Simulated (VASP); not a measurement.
Computed with RPBE GGA, VASP's PBE PAW potentials (set 64) (plane waves; VASP). For the first row: Numerical set-up: 520 eV cut-off, 5×5×7 Γ-centred mesh, Gaussian smearing of 0.050 eV, potentials Mn_pv F.

| system | energy (eV/atom) |
|---|---|
| MnF₂ (rutile) | -6.3448 |
| Mn atom | -5.2837 |
| F atom | -0.7426 |

Atoms are spin-polarised in a large box without symmetry, with the spin fixed by Hund's rule, and may not be in the lowest state of each functional; no zero-point energy is added.

Q: What is the cohesive energy per atom of MnF$_{2}$?

A: The references average (2×(-5.2837) + 4×(-0.7426))/6 = -2.2563 eV, so the cohesive energy is -2.2563 − (-6.3448) = 4.088 eV/atom.
